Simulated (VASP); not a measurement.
Output of a VASP run:

OSZICAR:
```
       N       E                     dE             d eps       ncg     rms          rms(c)
DAV:   1    -0.306580923052E+03   -0.30658E+03   -0.22123E+01   314   0.126E+01    0.136E+01
DAV:   2    -0.306722142628E+03   -0.14122E+00   -0.59320E-01   335   0.117E+00    0.902E+00
DAV:   3    -0.306666857356E+03    0.55285E-01   -0.36473E-02   343   0.328E-01    0.528E+00
DAV:   4    -0.306645939408E+03    0.20918E-01   -0.15580E-02   356   0.204E-01    0.299E+00
DAV:   5    -0.306639327225E+03    0.66122E-02   -0.46926E-03   356   0.109E-01    0.168E+00
DAV:   6    -0.306637044314E+03    0.22829E-02   -0.11217E-03   348   0.589E-02    0.934E-01
DAV:   7    -0.306636259272E+03    0.78504E-03   -0.35229E-04   335   0.352E-02    0.513E-01
DAV:   8    -0.306636010614E+03    0.24866E-03   -0.12380E-04   343   0.215E-02    0.277E-01
DAV:   9    -0.306635939530E+03    0.71085E-04   -0.39682E-05   271   0.127E-02    0.149E-01
DAV:  10    -0.306635923332E+03    0.16197E-04   -0.13973E-05   183   0.803E-03    0.810E-02
DAV:  11    -0.306635922555E+03    0.77738E-06   -0.58399E-06   183   0.498E-03
   1 F= -.30663592E+03 E0= -.30663592E+03  d E =-.265407E-12
```

### OUTCAR
```
------------------------ aborting loop because EDIFF is reached ----------------------------------------
  volume of cell :     1529.70
      direct lattice vectors                 reciprocal lattice vectors
    11.522210421  0.000000000  0.000000000     0.086788903  0.000000000  0.000000000
     0.000000000 11.522210421  0.000000000     0.000000000  0.086788903  0.000000000
     0.000000000  0.000000000 11.522210421     0.000000000  0.000000000  0.086788903
  FREE ENERGIE OF THE ION-ELECTRON SYSTEM (eV)
  ---------------------------------------------------
  free  energy   TOTEN  =      -306.6359225551 eV

  energy  without entropy=     -306.6359225551  energy(sigma->0) =     -306.63592256

  exchange ACFDT corr.  =         0.00000000  see jH, gK, PRB 81, 115126
```
(Selected blocks of OUTCAR.)

POSCAR:
```
Ga32As31
1
   11.5222104212     0.0000000000     0.0000000000
    0.0000000000    11.5222104212     0.0000000000
    0.0000000000     0.0000000000    11.5222104212
Ga As
32 31
Direct
  0.4984962931   0.0001353389   0.9999784740
  0.7499070008   0.2504881792   0.9995194724
  0.7499686575   0.9990536633   0.2501226944
  0.0001732216   0.9998240004   0.9996864458
  0.2503441636   0.2485732652   0.0001021761
  0.5001732051   0.4995694342   0.9993290759
  0.7516531065   0.7501172335   0.9999882718
  0.2497377802   0.9998413365   0.2482978296
  0.4980821457   0.2474627143   0.2493255897
  0.7512205336   0.5021214767   0.2498615237
  0.5006560873   0.9991833595   0.5005488748
  0.7516254200   0.2504843448   0.4998879403
  0.7512790607   0.0007359011   0.7496623850
  0.9997463602   0.5013555952   0.0003930188
  0.2497822849   0.7500902825   0.9997111566
  0.0009075586   0.2501567774   0.2497878610
  0.2490702376   0.4996505981   0.2500484442
  0.5000400058   0.7512421715   0.2499712266
  0.0000522714   0.0002162547   0.5016123928
  0.2489226757   0.2505034456   0.5001963822
  0.4984850941   0.5026915513   0.5018554826
  0.7501250831   0.7514339201   0.5000665545
  0.2498680447   0.9998128021   0.7503312623
  0.5004405224   0.2498923825   0.7505929718
  0.7500452725   0.4998933648   0.7512698678
  0.0002469905   0.7501562082   0.2482090705
  0.0013128233   0.5000842608   0.5001817453
  0.2500602870   0.7502628883   0.5016239794
  0.0000928974   0.2481849209   0.7503584792
  0.2502364419   0.5014324586   0.7501008281
  0.4982311188   0.7501857064   0.7505430066
  0.0002182682   0.7501919566   0.7502887638
  0.6259548990   0.1258555821   0.1260284896
  0.8736758275   0.3744214140   0.1265280622
  0.8742784096   0.1259929913   0.3739277141
  0.1250861896   0.1249883975   0.1248152157
  0.3761790097   0.3757473949   0.1263605782
  0.6240540196   0.6242436280   0.1260118012
  0.8751489138   0.8749902157   0.1249597741
  0.3754507590   0.1253383010   0.3767355914
  0.8746055091   0.6246582776   0.3764694877
  0.6245231102   0.1268500880   0.6233505381
  0.8744612162   0.3761601659   0.6243491262
  0.8748703082   0.1250697702   0.8751765163
  0.1250073302   0.6249922922   0.1249636196
  0.3748434089   0.8751460448   0.1248158408
  0.1249643235   0.3750066468   0.3749335508
  0.3757067547   0.6244273080   0.3738483252
  0.6250209665   0.8751458995   0.3750631676
  0.1250003259   0.1249314736   0.6251653863
  0.3761424856   0.3742397686   0.6241253415
  0.6263166774   0.6246527336   0.6245884825
  0.8751851368   0.8753626494   0.6252772177
  0.3750953534   0.1250316136   0.8749364410
  0.6249649783   0.3748722677   0.8750801066
  0.8752043321   0.6251123320   0.8752072238
  0.1249180793   0.8750461469   0.3751249146
  0.1253069239   0.6252508263   0.6252430165
  0.3750065391   0.8750066038   0.6252086831
  0.1249952664   0.3750936045   0.8751331649
  0.3749955417   0.6248911151   0.8751816019
  0.6251282349   0.8752143204   0.8749503940
  0.1249902560   0.8749723338   0.8749913794
```

### Question
Write an INCAR and KPOINTS that could have produced this output.

### Answer
This is not unique; one that fits is the input of the run itself, HSE06 screened hybrid, plane waves, VASP's PBE PAW potentials (set 64).

### INCAR
```
SYSTEM = Ga32As31
PREC = Normal
ENCUT = 400
EDIFF = 1E-5
NELM = 50
ALGO = Normal
LREAL = Auto
LASPH = .TRUE.
ISMEAR = 0
SIGMA = 0.05
GGA = PE
LMAXMIX = 4
LWAVE = .FALSE.
LCHARG = .FALSE.
NELMIN = 4
ISYM = 0
NELECT = 250.0
HFSCREEN = 0.2
AEXX = 0.25
LHFCALC = .TRUE.
PRECFOCK = Fast
ISIF = 0
```

File KPOINTS:
```
Automatic
0
G
 1 1 1
0 0 0
```

POTCAR, in this order: Ga As (PBE.64 set). Program: vasp_gam. Read from the step before: WAVECAR.

The cell is charged, with a uniform compensating background. The supercell is sampled at Γ alone, which is coarse: total energies, pressure and levels can be off, energies of defects by several tenths of an eV.

The cell is a supercell with a defect, built from GaAs (zinc blende): vac_As, charge +1. The cell's shape comes from a PBE relaxation. The run is not spin-polarised, so no state with unpaired spins was tried.
